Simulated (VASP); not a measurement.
VASP input:

File KPOINTS:
```
Regular mesh
0
Gamma
 14 14 14
```

INCAR:
```
ALGO  =  Normal
EDIFF  =  1E-6
EDIFFG  =  -0.01
ENCUT  =  400
IBRION  =  2
ISIF  =  3
ISMEAR  =  1
LASPH  =  .True.
LCHARG  =  .False.
LMAXMIX  =  6
LREAL  =  .False.
LWAVE  =  .False.
NELM  =  100
NSW  =  60
PREC  =  Accurate
SIGMA  =  0.1
SYSTEM  =  Pt
```

### POSCAR
```
Pt
1
    0.0000000000     1.9600000000     1.9600000000
    1.9600000000     0.0000000000     1.9600000000
    1.9600000000     1.9600000000     0.0000000000
Pt
1
Direct
  0.0000000000   0.0000000000   0.0000000000
```

POTCAR, in this order: Pt (LDA.64 set). Program: vasp_std.

Task: Write an equivalent input for Quantum ESPRESSO's pw.x.

Result: One equivalent input (not run):
```
&CONTROL
  calculation = 'vc-relax'
  pseudo_dir = './pseudo'
  outdir = './out'
  tprnfor = .true.
  tstress = .true.
  nstep = 60
  forc_conv_thr = 0.00039
/
&SYSTEM
  ibrav = 0
  nat = 1
  ntyp = 1
  ecutwfc = 84
  occupations = 'smearing'
  smearing = 'methfessel-paxton'
  degauss = 0.00735
  input_dft = 'pz'
/
&ELECTRONS
  conv_thr = 7.3e-08
  electron_maxstep = 100
/
&IONS
/
&CELL
/
ATOMIC_SPECIES
  Pt 195.084 Pt.upf
CELL_PARAMETERS angstrom
     0.0000000    1.9600000    1.9600000
     1.9600000    0.0000000    1.9600000
     1.9600000    1.9600000    0.0000000
ATOMIC_POSITIONS crystal
  Pt   0.0000000  0.0000000  0.0000000
K_POINTS automatic
  14 14 14 0 0 0
```
Limits of the translation: the potentials are each code's own (VASP's PAW set, PseudoDojo norm-conserving files in pw.x), so ENCUT and ecutwfc are chosen apart and not converted; conv_thr bounds pw.x's estimated SCF error, while EDIFF bounds the energy change between steps; forc_conv_thr acts on force components and is met together with etot_conv_thr.

The compound is Pt in the fcc structure. This run relaxes it. Symmetry was kept, so distortions that lower it aren't found.
